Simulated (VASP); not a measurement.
VASP ran on this input.

KPOINTS:
```
K-points
0
G
 6 6 6
```

File POSCAR:
```
TaS2
1
    1.6909050000     0.9762440000    12.6358300000
   -1.6909050000     0.9762440000    12.6358300000
    0.0000000000    -1.9524890000    12.6358300000
Ta S
2 4
Direct
  0.0829000000   0.0829000000   0.0829000000
  0.9171000000   0.9171000000   0.9171000000
  0.2104500000   0.2104500000   0.2104500000
  0.7895500000   0.7895500000   0.7895500000
  0.3762830000   0.3762830000   0.3762830000
  0.6237170000   0.6237170000   0.6237170000
```

### INCAR
```
SYSTEM  =  TaS2
PREC  =  Accurate; ENCUT  =  300; LREAL  =  .FALSE.
LASPH  =  .TRUE.
EDIFF  =  1E-6; NELM  =  100; ALGO  =  Normal
LMAXMIX  =  6
ISMEAR  =  -1; SIGMA  =  0.1
GGA  =  PS
ISIF  =  2
LWAVE  =  .FALSE.; LCHARG  =  .FALSE.
```

POTCAR, in this order: Ta_pv S (PBE.64 set). Program: vasp_std.

Problem. Write an equivalent input for Quantum ESPRESSO's pw.x.

Solution. One equivalent input (not run):
```
&CONTROL
  calculation = 'scf'
  pseudo_dir = './pseudo'
  outdir = './out'
  tprnfor = .true.
  tstress = .true.
/
&SYSTEM
  ibrav = 0
  nat = 6
  ntyp = 2
  ecutwfc = 58
  occupations = 'smearing'
  smearing = 'fermi-dirac'
  degauss = 0.00735
  input_dft = 'pbesol'
/
&ELECTRONS
  conv_thr = 7.3e-08
  electron_maxstep = 100
/
ATOMIC_SPECIES
  Ta 180.948 Ta.upf
  S 32.060 S.upf
CELL_PARAMETERS angstrom
     1.6909050    0.9762440   12.6358300
    -1.6909050    0.9762440   12.6358300
     0.0000000   -1.9524890   12.6358300
ATOMIC_POSITIONS crystal
  Ta   0.0829000  0.0829000  0.0829000
  Ta   0.9171000  0.9171000  0.9171000
  S    0.2104500  0.2104500  0.2104500
  S    0.7895500  0.7895500  0.7895500
  S    0.3762830  0.3762830  0.3762830
  S    0.6237170  0.6237170  0.6237170
K_POINTS automatic
  6 6 6 0 0 0
```
Limits of the translation: the potentials are each code's own (VASP's PAW set, PseudoDojo norm-conserving files in pw.x), so ENCUT and ecutwfc are chosen apart and not converted; conv_thr bounds pw.x's estimated SCF error, while EDIFF bounds the energy change between steps.

The structure comes from a computed database's TaS2 entry; how it stands against other phases isn't given here. The cell was not relaxed at this level. The k-mesh is coarse (spacing up to 0.36 per Å, 2π included), so the numbers may not be converged in it.
